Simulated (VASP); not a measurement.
Calculation: PBEsol GGA, VASP's PBE PAW potentials (set 64) (plane waves; VASP 6.6.1).

A VASP calculation is set up with these files.

INCAR:
```
ALGO = Normal
EDIFF = 1E-6
EDIFFG = -0.02
ENCUT = 500
GGA = PS
IBRION = 2
ISIF = 3
ISMEAR = 0
LASPH = T
LCHARG = F
LMAXMIX = 4
LREAL = F
LWAVE = F
NELM = 100
NSW = 40
PREC = Accurate
PSTRESS = 50
SIGMA = 0.05
SYSTEM = FeSi
```

**KPOINTS**
```
kpoints
0
G
 5 5 5
0 0 0
```

File POSCAR:
```
FeSi
1.0
  4.4045632652   0.0000000000   0.0000000000
  0.0000000000   4.4045632652   0.0000000000
  0.0000000000   0.0000000000   4.4045632652
Fe Si
4 4
Cartesian
  3.8000004428   2.8068444550   1.5977188102
  1.5977188102   3.8000004428   2.8068444550
  0.6045628224   0.6045628224   0.6045628224
  2.8068444550   1.5977188102   3.8000004428
  0.6998550179   1.5024266147   2.9021366505
  2.9021366505   0.6998550179   1.5024266147
  3.7047082473   3.7047082473   3.7047082473
  1.5024266147   2.9021366505   0.6998550179
```

POTCAR, in this order: Fe Si (PBE.64 set). Program: vasp_std.

Output of the run:

### OSZICAR
```
       N       E                     dE             d eps       ncg     rms          rms(c)
DAV:   1     0.355925725474E+03    0.35593E+03   -0.19892E+04   638   0.183E+03
DAV:   2    -0.316746899659E+02   -0.38760E+03   -0.37668E+03   638   0.421E+02
DAV:   3    -0.704900363201E+02   -0.38815E+02   -0.35384E+02   936   0.146E+02
DAV:   4    -0.722787933413E+02   -0.17888E+01   -0.17531E+01   935   0.362E+01
DAV:   5    -0.723065205272E+02   -0.27727E-01   -0.27661E-01   940   0.445E+00    0.346E+01
DAV:   6    -0.766738644910E+02   -0.43673E+01   -0.24225E+02   952   0.173E+02    0.303E+01
DAV:   7    -0.641594229539E+02    0.12514E+02   -0.92585E+01   957   0.121E+02    0.963E+00
DAV:   8    -0.639215855820E+02    0.23784E+00   -0.37007E+00   776   0.160E+01    0.310E+00
DAV:   9    -0.638357069451E+02    0.85879E-01   -0.48240E-01  1012   0.671E+00    0.123E+00
DAV:  10    -0.638246520558E+02    0.11055E-01   -0.15961E-02   804   0.137E+00    0.443E-01
DAV:  11    -0.638231494463E+02    0.15026E-02   -0.10273E-02  1007   0.121E+00    0.148E-01
DAV:  12    -0.638230767652E+02    0.72681E-04   -0.28809E-04  1004   0.166E-01    0.589E-02
DAV:  13    -0.638230681005E+02    0.86648E-05   -0.69663E-05   988   0.726E-02    0.174E-02
DAV:  14    -0.638230673019E+02    0.79857E-06   -0.26819E-06   564   0.194E-02
   1 F= -.61156405E+02 E0= -.61156096E+02  d E =-.611564E+02
       N       E                     dE             d eps       ncg     rms          rms(c)
DAV:   1    -0.645135290264E+02   -0.69046E+00   -0.18557E+01   643   0.576E+01    0.916E+00
DAV:   2    -0.645912497702E+02   -0.77721E-01   -0.18392E+01   947   0.526E+01    0.755E+00
DAV:   3    -0.637029871873E+02    0.88826E+00   -0.68296E+00   947   0.325E+01    0.191E+00
DAV:   4    -0.636696759417E+02    0.33311E-01   -0.20385E-01   956   0.460E+00    0.468E-01
DAV:   5    -0.636678902131E+02    0.17857E-02   -0.46436E-03   994   0.559E-01    0.246E-01
DAV:   6    -0.636673376028E+02    0.55261E-03   -0.67595E-04   673   0.234E-01    0.492E-02
DAV:   7    -0.636673456455E+02   -0.80427E-05   -0.22167E-04  1007   0.123E-01    0.242E-02
DAV:   8    -0.636673402711E+02    0.53744E-05   -0.15315E-05   996   0.435E-02    0.748E-03
DAV:   9    -0.636673392601E+02    0.10111E-05   -0.75568E-07   424   0.102E-02    0.317E-03
DAV:  10    -0.636673391943E+02    0.65796E-07   -0.91447E-07   404   0.478E-03
   2 F= -.61120542E+02 E0= -.61120363E+02  d E =0.358629E-01
       N       E                     dE             d eps       ncg     rms          rms(c)
DAV:   1    -0.641375775908E+02   -0.47024E+00   -0.71699E+00   651   0.362E+01    0.556E+00
DAV:   2    -0.642751244619E+02   -0.13755E+00   -0.86595E+00   952   0.360E+01    0.541E+00
DAV:   3    -0.638076157411E+02    0.46751E+00   -0.32642E+00   952   0.212E+01    0.106E+00
DAV:   4    -0.638005717936E+02    0.70439E-02   -0.54206E-02   733   0.173E+00    0.395E-01
DAV:   5    -0.637988621504E+02    0.17096E-02   -0.86200E-03   992   0.104E+00    0.112E-01
DAV:   6    -0.637988030273E+02    0.59123E-04   -0.35805E-04   854   0.161E-01    0.268E-02
DAV:   7    -0.637988040541E+02   -0.10268E-05   -0.32403E-05   968   0.488E-02    0.135E-02
DAV:   8    -0.637988052073E+02   -0.11531E-05   -0.19275E-06   465   0.197E-02    0.220E-03
DAV:   9    -0.637988052530E+02   -0.45744E-07   -0.77678E-07   399   0.616E-03
   3 F= -.61178821E+02 E0= -.61178569E+02  d E =-.224160E-01
       N       E                     dE             d eps       ncg     rms          rms(c)
DAV:   1    -0.637979251643E+02    0.88004E-03   -0.10902E-03   643   0.444E-01    0.688E-02
DAV:   2    -0.637979417135E+02   -0.16549E-04   -0.12458E-03   952   0.431E-01    0.638E-02
DAV:   3    -0.637978762761E+02    0.65437E-04   -0.47080E-04   952   0.260E-01    0.135E-02
DAV:   4    -0.637978754289E+02    0.84721E-06   -0.10117E-05   714   0.290E-02    0.265E-03
DAV:   5    -0.637978753890E+02    0.39951E-07   -0.36895E-07   319   0.570E-03
   4 F= -.61178819E+02 E0= -.61178568E+02  d E =-.224141E-01
       N       E                     dE             d eps       ncg     rms          rms(c)
DAV:   1    -0.637973244363E+02    0.55099E-03   -0.16639E-01   638   0.236E+00    0.980E-02
DAV:   2    -0.637975467387E+02   -0.22230E-03   -0.32818E-03   871   0.453E-01    0.589E-02
DAV:   3    -0.637975249633E+02    0.21775E-04   -0.23547E-04   931   0.188E-01    0.453E-02
DAV:   4    -0.637975123913E+02    0.12572E-04   -0.18998E-04   987   0.166E-01    0.276E-02
DAV:   5    -0.637975024909E+02    0.99004E-05   -0.54639E-05   984   0.903E-02    0.389E-03
DAV:   6    -0.637975025303E+02   -0.39401E-07   -0.65649E-07   399   0.757E-03
   5 F= -.61179674E+02 E0= -.61179391E+02  d E =-.854418E-03
       N       E                     dE             d eps       ncg     rms          rms(c)
DAV:   1    -0.637966343338E+02    0.86816E-03   -0.10369E-01   638   0.186E+00    0.765E-02
DAV:   2    -0.637967733947E+02   -0.13906E-03   -0.20290E-03   871   0.356E-01    0.463E-02
DAV:   3    -0.637967601341E+02    0.13261E-04   -0.13919E-04   931   0.144E-01    0.354E-02
DAV:   4    -0.637967525674E+02    0.75666E-05   -0.11825E-04   987   0.131E-01    0.220E-02
DAV:   5    -0.637967461980E+02    0.63695E-05   -0.34850E-05   965   0.721E-02    0.296E-03
DAV:   6    -0.637967462393E+02   -0.41354E-07   -0.47428E-07   379   0.650E-03
   6 F= -.61179886E+02 E0= -.61179576E+02  d E =-.106642E-02
```

**OUTCAR**
```
------------------------ aborting loop because EDIFF is reached ----------------------------------------
  FORCE on cell =-STRESS in cart. coord.  units (eV):
  Direction    XX          YY          ZZ          XY          YZ          ZX
  --------------------------------------------------------------------------------------
  Total        2.6638527      2.6638527      2.6638527      0.0000000      0.0000000      0.0000000
  in kB       50.8978736     50.8978736     50.8978736      0.0000000      0.0000000      0.0000000
  external PRESSURE =       0.8978736 kB  Pullay stress =      50.0000000 kB
  volume of cell :       83.85
      direct lattice vectors                 reciprocal lattice vectors
     4.376971461 -0.000000000 -0.000000000     0.228468476  0.000000000  0.000000000
    -0.000000000  4.376971461  0.000000000     0.000000000  0.228468476  0.000000000
     0.000000000 -0.000000000  4.376971461     0.000000000 -0.000000000  0.228468476
 POSITION                                       TOTAL-FORCE (eV/Angst)
 -----------------------------------------------------------------------------------
      3.77277      2.79268      1.58429        -0.001345      0.001345     -0.001345
      1.58429      3.77277      2.79268        -0.001345     -0.001345      0.001345
      0.60420      0.60420      0.60420         0.001345      0.001345      0.001345
      2.79268      1.58429      3.77277         0.001345     -0.001345     -0.001345
      0.69404      1.49445      2.88252         0.000267     -0.000267      0.000267
      2.88252      0.69404      1.49445         0.000267      0.000267     -0.000267
      3.68294      3.68294      3.68294        -0.000267     -0.000267     -0.000267
      1.49445      2.88252      0.69404        -0.000267      0.000267      0.000267
 -----------------------------------------------------------------------------------
    total drift:                               -0.000001     -0.000001     -0.000000
  FREE ENERGIE OF THE ION-ELECTRON SYSTEM (eV)
  ---------------------------------------------------
  free  energy   TOTEN  =       -63.7967462393 eV

  energy  without entropy=      -63.7961263631  energy(sigma->0) =      -63.79643630
  enthalpy is  TOTEN    =       -61.1798857709 eV   P V=        2.6168604684

 reached required accuracy - stopping structural energy minimisation
```
(Selected blocks of OUTCAR.)

**CONTCAR**
```
FeSi
   1.00000000000000
     4.3769714606978676   -0.0000000000000000   -0.0000000000000000
    -0.0000000000000000    4.3769714606978676    0.0000000000000000
     0.0000000000000000   -0.0000000000000000    4.3769714606978676
  Fe              Si
     4     4
Direct
     0.8619599493796890    0.6380400506203110    0.3619599493796890
     0.3619599493796890    0.8619599493796890    0.6380400506203110
     0.1380400506203110    0.1380400506203110    0.1380400506203110
     0.6380400506203110    0.3619599493796890    0.8619599493796890
     0.1585653390884216    0.3414346609115783    0.6585653390884216
     0.6585653390884216    0.1585653390884216    0.3414346609115783
     0.8414346609115784    0.8414346609115784    0.8414346609115784
     0.3414346609115783    0.6585653390884216    0.1585653390884216
```

The compound is FeSi in the B20 structure. This run relaxes it under an external pressure of 5 GPa. Symmetry was kept, so distortions that lower it aren't found. The run is not spin-polarised, so no magnetic state was tried.
